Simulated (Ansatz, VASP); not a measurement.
# TiC in two plane-wave programs

One calculation is typed for both programs; each brings its own data sets. How far apart do they land? The cell is taken from a series of runs on this material, whose earlier steps may have relaxed, scaled, displaced or heated it; both programs get it as it stands.

Calculated with Ansatz 0.2.0; plane waves, with VASP 6.6.1 beside it; zone-centre phonons at LDA.

## 1. The starting structure

The structure is tetragonal, space group I4/mmm (No. 139). The conventional cell has a = 3.024 Å, b = 3.024 Å, c = 4.176 Å, α = 90.00°, β = 90.00°, γ = 90.00°. C has 6 Ti at 2.09 to 2.14 Å nearest. Nearest to Ti lie 6 C at 2.09 to 2.14 Å. Farther neighbours are not listed.

Structure file:

```cif
data_structure
_symmetry_space_group_name_H-M 'I4/mmm'
_symmetry_Int_Tables_number 139
_cell_length_a 3.0241
_cell_length_b 3.0241
_cell_length_c 4.1756
_cell_angle_alpha 90.000
_cell_angle_beta 90.000
_cell_angle_gamma 90.000
_cell_volume 38.19
loop_
_atom_site_label
_atom_site_type_symbol
_atom_site_symmetry_multiplicity
_atom_site_Wyckoff_symbol
_atom_site_fract_x
_atom_site_fract_y
_atom_site_fract_z
_atom_site_occupancy
C1 C 2 b 0.00000 0.00000 0.50000 1
Ti1 Ti 2 a 0.00000 0.00000 0.00000 1
```

## 2. VASP: zone-centre phonons, LDA, pair 1

Second derivatives magnify differences that forces hide, and they need a tight electronic threshold.

Lines of VASP's logs that name or quote its potential files are left out, and so is its time.

Input file INCAR:

```
SYSTEM = TiC
PREC = Accurate
ENCUT = 600
EDIFF = 1E-08
NELM = 120
ISMEAR = 1
SIGMA = 0.2
LREAL = .FALSE.
ALGO = Normal
GGA = PW92
NBANDS = 14
LASPH = .TRUE.
LORBIT = 11
LWAVE = .FALSE.
LCHARG = .FALSE.
ISIF = 2
IBRION = 8
GGA_COMPAT = .FALSE.
KPAR = 2
```

Input file POSCAR:

```
TiC
1.0
    0.0000000000      2.1383698596      2.0878051111
    2.1383698596      0.0000000000      2.0878051111
    2.1383698596      2.1383698596      0.0000000000
C Ti
1 1
Direct
    0.5000000000      0.5000000000      0.5000000000
    0.0000000000      0.0000000000      0.0000000000
```

Input file KPOINTS:

```
Automatic mesh
0
Gamma
16 16 16
0 0 0
```

PAW data sets: C and Ti_sv (LDA family, release 64).

On the command line:

```console
mpirun -np 2 vasp_std
```

Numbers of over 12 decimals in the logs are rounded to 6 here.

The log of the run:

```text
[banner, memory and clock lines left out]
running    2 mpi-ranks, on    1 nodes
 distrk:  each k-point on    1 cores,    2 groups
 distr:  one band on    1 cores,    1 groups

 POSCAR found type information on POSCAR C Ti
 POSCAR found :  2 types and       2 ions
|                                                                             |
|               ----> ADVICE to this user running VASP <----                  |
|                                                                             |
|     You enforced a specific xc type in the INCAR file but a different       |
|     [... a line on the potential file left out ...]
|     I HOPE YOU KNOW WHAT YOU ARE DOING!                                     |
|                                                                             |

 LDA part: xc-table for (Slater(with rela. corr.)+PW92), standard interpolation
 POSCAR, INCAR and KPOINTS ok, starting setup
 FFT: planning ... GRIDC
 FFT: planning ... GRID_SOFT
 FFT: planning ... GRID
 WAVECAR not read
 entering main loop
       N       E                     dE             d eps       ncg     rms          rms(c)
DAV:   1     0.127029359549E+03    0.12703E+03   -0.88633E+03  9788   0.152E+03
DAV:   2    -0.172085974036E+02   -0.14424E+03   -0.13585E+03 10264   0.372E+02
DAV:   3    -0.255750463403E+02   -0.83664E+01   -0.81690E+01 12930   0.868E+01
DAV:   4    -0.259166482747E+02   -0.34160E+00   -0.34133E+00 12318   0.159E+01
DAV:   5    -0.259242622843E+02   -0.76140E-02   -0.76133E-02 13210   0.206E+00    0.193E+01
DAV:   6    -0.211197582915E+02    0.48045E+01   -0.12890E+01 14022   0.608E+01    0.681E+00
DAV:   7    -0.205615563479E+02    0.55820E+00   -0.21923E+00 11852   0.224E+01    0.548E+00
DAV:   8    -0.205318019027E+02    0.29754E-01   -0.11536E-01 10890   0.400E+00    0.334E+00
DAV:   9    -0.205242816378E+02    0.75203E-02   -0.92428E-02 12106   0.349E+00    0.685E-01
DAV:  10    -0.205235572776E+02    0.72436E-03   -0.99060E-03 13452   0.133E+00    0.602E-01
DAV:  11    -0.205220692213E+02    0.14881E-02   -0.42483E-03 10552   0.985E-01    0.132E-01
DAV:  12    -0.205220651848E+02    0.40365E-05   -0.34330E-04 10960   0.233E-01    0.314E-02
DAV:  13    -0.205220583097E+02    0.68751E-05   -0.13917E-05 13880   0.413E-02    0.824E-03
DAV:  14    -0.205220579098E+02    0.39990E-06   -0.46511E-07 11188   0.609E-03    0.249E-03
DAV:  15    -0.205220578712E+02    0.38570E-07   -0.75676E-08 13286   0.229E-03    0.385E-04
DAV:  16    -0.205220578680E+02    0.32021E-08   -0.76291E-09  6912   0.944E-04
   1 F= -.20522058E+02 E0= -.20522066E+02  d E =0.245644E-04
 Linear response reoptimize wavefunctions to high precision
DAV:   1    -0.205220578680E+02    0.18872E-10   -0.11264E-09  7934   0.420E-04
DAV:   2    -0.205220578680E+02   -0.25011E-11   -0.13859E-10  5882   0.107E-04
 Linear response DOF=           4
 Linear response progress:
  Degree of freedom:   1/  4
       N       E                     dE             d eps       ncg     rms          rms(c)
RMM:   1    -0.125842082872E+00   -0.12584E+00   -0.55429E-02 37871   0.227E+00
RMM:   2    -0.116179067646E+00    0.96630E-02   -0.54675E-03 33805   0.561E-01    0.147E-01
RMM:   3    -0.116804525729E+00   -0.62546E-03   -0.18841E-03 34859   0.240E-01    0.673E-02
RMM:   4    -0.117808930990E+00   -0.10044E-02   -0.73536E-04 35817   0.147E-01    0.144E-02
RMM:   5    -0.117934065560E+00   -0.12513E-03   -0.15285E-04 40835   0.577E-02    0.294E-03
RMM:   6    -0.117919018930E+00    0.15047E-04   -0.20124E-05 40117   0.233E-02    0.143E-03
RMM:   7    -0.117912949171E+00    0.60698E-05   -0.42095E-06 41005   0.110E-02    0.688E-04
RMM:   8    -0.117918532596E+00   -0.55834E-05   -0.81814E-07 40838   0.536E-03    0.321E-04
RMM:   9    -0.117916453181E+00    0.20794E-05    0.11075E-07 41450   0.291E-03    0.128E-04
RMM:  10    -0.117916434091E+00    0.19090E-07   -0.74498E-07 40509   0.153E-03    0.489E-05
RMM:  11    -0.117916508469E+00   -0.74378E-07   -0.13395E-07 42424   0.809E-04    0.115E-05
RMM:  12    -0.117916461900E+00    0.46569E-07   -0.19630E-07 42486   0.417E-04    0.113E-05
RMM:  13    -0.117916467573E+00   -0.56734E-08   -0.14243E-07 40882   0.240E-04    0.155E-05
RMM:  14    -0.117916474080E+00   -0.65069E-08   -0.30663E-08 40241   0.145E-04    0.165E-05
 first order change of Fermi-energy  -0.35236E-03
 force on displaced ion       1 direction 1 : -10.621   0.000   0.000
 Linear response progress:
  Degree of freedom:   2/  4
       N       E                     dE             d eps       ncg     rms          rms(c)
RMM:   1    -0.127922626610E+00   -0.12792E+00   -0.59200E-02 20359   0.253E+00
RMM:   2    -0.117255401527E+00    0.10667E-01   -0.64255E-03 19005   0.616E-01    0.154E-01
RMM:   3    -0.117906707155E+00   -0.65131E-03   -0.23217E-03 19555   0.265E-01    0.703E-02
RMM:   4    -0.118971984046E+00   -0.10653E-02   -0.75840E-04 19773   0.157E-01    0.152E-02
RMM:   5    -0.119101473648E+00   -0.12949E-03   -0.18217E-04 22688   0.646E-02    0.337E-03
RMM:   6    -0.119101435339E+00    0.38310E-07   -0.22762E-05 22362   0.268E-02    0.192E-03
RMM:   7    -0.119094448872E+00    0.69865E-05   -0.56038E-06 22506   0.131E-02    0.899E-04
RMM:   8    -0.119098876007E+00   -0.44271E-05   -0.12501E-06 22657   0.659E-03    0.419E-04
RMM:   9    -0.119095911094E+00    0.29649E-05   -0.53794E-07 22696   0.340E-03    0.131E-04
RMM:  10    -0.119096202331E+00   -0.29124E-06   -0.58500E-07 22473   0.182E-03    0.848E-05
RMM:  11    -0.119096109246E+00    0.93086E-07    0.19069E-07 22658   0.952E-04    0.502E-05
RMM:  12    -0.119096109248E+00   -0.26248E-11   -0.12415E-08 23806   0.503E-04    0.547E-05
 first order change of Fermi-energy   0.58140E-03
 force on displaced ion       1 direction 3 :   0.000   0.000 -13.252
 Linear response progress:
  Degree of freedom:   3/  4
       N       E                     dE             d eps       ncg     rms          rms(c)
RMM:   1    -0.681988373652E+00   -0.68199E+00    0.74734E+00 17552   0.130E+02
RMM:   2    -0.655967262877E+00    0.26021E-01   -0.23319E-01 29244   0.499E+00    0.229E-01
RMM:   3    -0.655352757557E+00    0.61451E-03   -0.18554E-02 34708   0.118E+00    0.113E-01
RMM:   4    -0.654734273325E+00    0.61848E-03   -0.73967E-03 38218   0.511E-01    0.209E-02
RMM:   5    -0.655333208341E+00   -0.59894E-03   -0.11520E-03 40493   0.202E-01    0.989E-03
RMM:   6    -0.655646890855E+00   -0.31368E-03   -0.30621E-04 40639   0.884E-02    0.715E-03
RMM:   7    -0.655906013027E+00   -0.25912E-03   -0.79099E-05 37645   0.443E-02    0.245E-03
RMM:   8    -0.656088455177E+00   -0.18244E-03   -0.37285E-05 38841   0.251E-02    0.260E-03
RMM:   9    -0.655986606445E+00    0.10185E-03   -0.23679E-05 37778   0.151E-02    0.901E-04
RMM:  10    -0.656015125919E+00   -0.28519E-04   -0.17110E-05 40556   0.875E-03    0.227E-04
RMM:  11    -0.656027634212E+00   -0.12508E-04   -0.14026E-05 41185   0.575E-03    0.632E-05
RMM:  12    -0.656025764133E+00    0.18701E-05   -0.10673E-05 42341   0.400E-03    0.791E-05
RMM:  13    -0.656023885377E+00    0.18788E-05   -0.84935E-06 40651   0.301E-03    0.167E-04
RMM:  14    -0.656026946301E+00   -0.30609E-05   -0.69577E-06 38139   0.240E-03    0.106E-04
[...]
RMM:  27    -0.656031831252E+00   -0.64479E-08   -0.52899E-07 30157   0.343E-04    0.664E-06
RMM:  28    -0.656031858974E+00   -0.27722E-07   -0.51859E-07 31281   0.304E-04    0.892E-06
RMM:  29    -0.656031864616E+00   -0.56429E-08   -0.34067E-07 27377   0.269E-04    0.106E-05
RMM:  30    -0.656031869735E+00   -0.51190E-08   -0.35216E-07 23737   0.239E-04    0.123E-05
RMM:  31    -0.656031882026E+00   -0.12291E-07   -0.26821E-07 25734   0.213E-04    0.139E-05
RMM:  32    -0.656031885927E+00   -0.39008E-08   -0.27656E-07 23578   0.190E-04    0.152E-05
RMM:  33    -0.656031888051E+00   -0.21245E-08   -0.20609E-07 22617   0.169E-04    0.162E-05
RMM:  34    -0.656031881275E+00    0.67761E-08   -0.19000E-07 30792   0.151E-04    0.166E-05
 first order change of Fermi-energy   0.45142E-03
 force on displaced ion       2 direction 1 : -10.631   0.000   0.000
 Linear response progress:
  Degree of freedom:   4/  4
       N       E                     dE             d eps       ncg     rms          rms(c)
RMM:   1    -0.648116146623E+00   -0.64812E+00    0.10690E+01  9922   0.132E+02
RMM:   2    -0.622099314272E+00    0.26017E-01   -0.23848E-01 16362   0.498E+00    0.233E-01
RMM:   3    -0.621286709418E+00    0.81260E-03   -0.18895E-02 19408   0.118E+00    0.115E-01
RMM:   4    -0.620516979760E+00    0.76973E-03   -0.75680E-03 21098   0.513E-01    0.216E-02
RMM:   5    -0.621029546105E+00   -0.51257E-03   -0.12294E-03 22505   0.204E-01    0.107E-02
RMM:   6    -0.621330367970E+00   -0.30082E-03   -0.30375E-04 22432   0.868E-02    0.817E-03
RMM:   7    -0.621597761854E+00   -0.26739E-03   -0.71952E-05 20713   0.426E-02    0.311E-03
RMM:   8    -0.621788435988E+00   -0.19067E-03   -0.33507E-05 21289   0.241E-02    0.252E-03
RMM:   9    -0.621699502600E+00    0.88933E-04   -0.23421E-05 21171   0.136E-02    0.584E-04
RMM:  10    -0.621715114213E+00   -0.15612E-04   -0.16964E-05 22790   0.776E-03    0.250E-04
RMM:  11    -0.621727174541E+00   -0.12060E-04   -0.13889E-05 22335   0.497E-03    0.558E-05
RMM:  12    -0.621725501778E+00    0.16728E-05   -0.10101E-05 23516   0.340E-03    0.804E-05
RMM:  13    -0.621724704436E+00    0.79734E-06   -0.83384E-06 23165   0.249E-03    0.137E-04
RMM:  14    -0.621725863204E+00   -0.11588E-05   -0.62440E-06 22237   0.193E-03    0.125E-04
[...]
RMM:  26    -0.621731000564E+00    0.10868E-07   -0.93667E-07 18133   0.335E-04    0.983E-06
RMM:  27    -0.621731005848E+00   -0.52840E-08   -0.88955E-07 15742   0.296E-04    0.117E-05
RMM:  28    -0.621731011891E+00   -0.60431E-08   -0.79214E-07 12649   0.263E-04    0.138E-05
RMM:  29    -0.621731016232E+00   -0.43403E-08   -0.75865E-07 12000   0.234E-04    0.154E-05
RMM:  30    -0.621731011647E+00    0.45845E-08   -0.68017E-07 13430   0.208E-04    0.167E-05
RMM:  31    -0.621731013817E+00   -0.21700E-08   -0.67545E-07 12701   0.185E-04    0.184E-05
RMM:  32    -0.621731019226E+00   -0.54092E-08   -0.62563E-07 13434   0.166E-04    0.192E-05
RMM:  33    -0.621731029460E+00   -0.10234E-07   -0.48435E-07 14321   0.148E-04    0.201E-05
 first order change of Fermi-energy  -0.39771E-03
 force on displaced ion       2 direction 3 :   0.000   0.000 -13.249
 Linear response finished
```

Parts of OUTCAR (step 2):

```text
ion  position               nearest neighbor table
   1  0.500  0.500  0.500-   2 2.09   2 2.09   2 2.14   2 2.14   2 2.14   2 2.14
   2  0.000  0.000  0.000-   1 2.09   1 2.09   1 2.14   1 2.14   1 2.14   1 2.14

  LATTYP: Found a body centered tetragonal cell.
 ALAT       =     3.0241116568
 C/A-ratio  =     1.3807725032

 Subroutine GETGRP returns: Found 16 space group operations
 (whereof 16 operations were pure point group operations)

The static configuration has the point symmetry D_4h.

 Found    349 irreducible k-points:

   k-points           NKPTS =    349   k-points in BZ     NKDIM =    349   number of bands    NBANDS=     14

   dimension x,y,z NGX =    24 NGY =   24 NGZ =   24
   dimension x,y,z NGXF=    48 NGYF=   48 NGZF=   48

   ENCUT  =  600.0 eV  44.10 Ry    6.64 a.u.   5.97  5.97  6.04*2*pi/ulx,y,z

   NELECT =      16.0000    total number of electrons

 k-points in reciprocal lattice and weights: Automatic mesh
   0.00000000  0.00000000  0.00000000       0.000
   0.06250000  0.00000000  0.00000000       0.002
   0.12500000  0.00000000  0.00000000       0.002
   0.18750000  0.00000000  0.00000000       0.002
   0.25000000  0.00000000  0.00000000       0.002
   0.31250000  0.00000000  0.00000000       0.002
   0.37500000  0.00000000  0.00000000       0.002
   0.43750000  0.00000000  0.00000000       0.002
   0.50000000  0.00000000  0.00000000       0.001
[...]
-0.31250000  0.18750000  0.50000000       0.001
  -0.25000000  0.25000000  0.50000000       0.000

 average (electrostatic) potential at core
       1 -47.9911       2 -70.2482

  Total        0.0302181      0.0302181      1.4623753      0.0000000      0.0000000     -0.0000000
  in kB        2.5356673      2.5356673    122.7110940      0.0000000      0.0000000     -0.0000000
  external PRESSURE =      42.5941429 kB  Pullay stress =       0.0000000 kB

  energy-cutoff  :      600.00
  volume of cell :       19.09
      direct lattice vectors                 reciprocal lattice vectors
     0.000000000  2.138369860  2.087805111    -0.233822974  0.233822974  0.239485955
     2.138369860  0.000000000  2.087805111     0.233822974 -0.233822974  0.239485955
     2.138369860  2.138369860  0.000000000     0.233822974  0.233822974 -0.239485955

 POSITION                                       TOTAL-FORCE (eV/Angst)
 -----------------------------------------------------------------------------------
      2.13837      2.13837      2.08781         0.000000     -0.000000     -0.000000
      0.00000      0.00000      0.00000        -0.000000      0.000000      0.000000
 -----------------------------------------------------------------------------------
    total drift:                                0.000000     -0.000000     -0.000000

 Eigenvectors and eigenvalues of the dynamical matrix
 ----------------------------------------------------

   1 f  =   18.364877 THz   115.389927 2PiTHz  612.586365 cm-1    75.950995 meV
             X         Y         Z           dx          dy          dz
      2.138370  2.138370  2.087805     0.000000   -0.000000   -0.894141
      0.000000  0.000000  0.000000     0.000000    0.000000    0.447785

   2 f  =   16.443443 THz   103.317196 2PiTHz  548.494203 cm-1    68.004583 meV
             X         Y         Z           dx          dy          dz
      2.138370  2.138370  2.087805     0.000000    0.894039   -0.000000
      0.000000  0.000000  0.000000     0.000000   -0.447989    0.000000

   3 f  =   16.443443 THz   103.317196 2PiTHz  548.494203 cm-1    68.004583 meV
             X         Y         Z           dx          dy          dz
      2.138370  2.138370  2.087805    -0.894039    0.000000    0.000000
      0.000000  0.000000  0.000000     0.447989    0.000000    0.000000

   4 f/i=    0.000839 THz     0.005271 2PiTHz    0.027985 cm-1     0.003470 meV
             X         Y         Z           dx          dy          dz
      2.138370  2.138370  2.087805     0.000000   -0.000000    0.447785
      0.000000  0.000000  0.000000     0.000000   -0.000000    0.894141

   5 f/i=    0.003008 THz     0.018899 2PiTHz    0.100329 cm-1     0.012439 meV
             X         Y         Z           dx          dy          dz
      2.138370  2.138370  2.087805    -0.447989    0.000000    0.000000
      0.000000  0.000000  0.000000    -0.894039    0.000000    0.000000

   6 f/i=    0.003008 THz     0.018899 2PiTHz    0.100329 cm-1     0.012439 meV
             X         Y         Z           dx          dy          dz
      2.138370  2.138370  2.087805     0.000000   -0.447989   -0.000000
      0.000000  0.000000  0.000000     0.000000   -0.894039   -0.000000

 ELASTIC MODULI CONTR FROM IONIC RELAXATION (kBar)
 Direction    XX          YY          ZZ          XY          YZ          ZX
 --------------------------------------------------------------------------------
 XX           0.0000      0.0000      0.0000      0.0000      0.0000      0.0000
 YY           0.0000      0.0000      0.0000      0.0000      0.0000      0.0000
 ZZ           0.0000      0.0000      0.0000      0.0000      0.0000      0.0000
 XY           0.0000      0.0000      0.0000      0.0000      0.0000      0.0000
 YZ           0.0000      0.0000      0.0000      0.0000      0.0000      0.0000
 ZX           0.0000      0.0000      0.0000      0.0000      0.0000      0.0000
 --------------------------------------------------------------------------------
```

Energies printed during the response cycles are not total energies of the cell.

(Continued in part 2 of 2.)

[Lines on the potential files, build, host, timing and source positions are cut from VASP's logs without a mark.]

[Logs are printed without paths, hosts, clocks, repeated set-up lines and the standing remarks that a program may print on its own settings, such as how far it seeks lower states.]

[Hosts, paths, dates, database ids (printed as entryN), source tags and the programs' standing remarks are cut or masked in the printed files.]
